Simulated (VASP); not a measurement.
Given:

```xyz
3
Lattice="1.7237 -2.9856 0.0000 1.7237 2.9856 0.0000 0.0000 0.0000 5.7830" Properties=species:S:1:pos:R:3 pbc="T T T"
Ti     0.0000     0.0000     0.0000
Se     1.7237     0.9952     1.5346
Se     1.7237    -0.9952     4.2484
```

These are LDA (Ceperley-Alder, Perdew-Zunger), VASP's LDA PAW potentials (set 64) (plane waves; VASP 6.6.1) values and carry that method's errors. Run with 520 eV cut-off, 11×11×6 Γ-centred mesh, tetrahedra with Blöchl corrections, potentials Ti_sv Se.

Task: Estimate the energy per atom (σ→0), band gap (on the k-mesh) with the smallest direct gap where there is one.

Result: 
```yaml
band gap (on the k-mesh): none (metal, semimetal or under 0.01 eV)
energy per atom (σ→0): -6.780 eV/atom
```

The absolute energy has meaning only against runs of the same code, potentials and settings.

The compound is TiSe2 in the 1T layered structure. It was relaxed first, which changed the volume by -9 %.
